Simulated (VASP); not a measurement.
Given:

```yaml
crystal:
  lattice:
    - [2.88436, 0.00000, 0.00000]
    - [0.00000, 2.88436, 0.00000]
    - [0.00000, 0.00000, 2.88436]
  atoms:
    - { symbol: Al, position: [0.50000, 0.50000, 0.50000] }
    - { symbol: Ru, position: [0.00000, 0.00000, 0.00000] }
```

Level of theory: LDA (Ceperley-Alder, Perdew-Zunger), VASP's LDA PAW potentials (set 64) (plane waves; VASP). Run with 500 eV cut-off, 13×13×13 Γ-centred mesh, first-order Methfessel-Paxton smearing of 0.10 eV, potentials Al Ru_pv.

Q: Predict the energy per atom (σ→0), pressure, band gap (on the k-mesh) with the smallest direct gap where there is one.

A: 
```
Property                                                     Value
------------------------  ----------------------------------------
band gap (on the k-mesh)  none (metal, semimetal or under 0.01 eV)
energy per atom (σ→0)                               -8.039 eV/atom
pressure                                                 20.07 GPa
```

Only differences to runs with the same potentials and settings are physical.

The compound is RuAl in the CsCl type structure. It was relaxed first under an external pressure of 20 GPa. The electron count is odd and the run is not spin-polarised, which forces a metal.
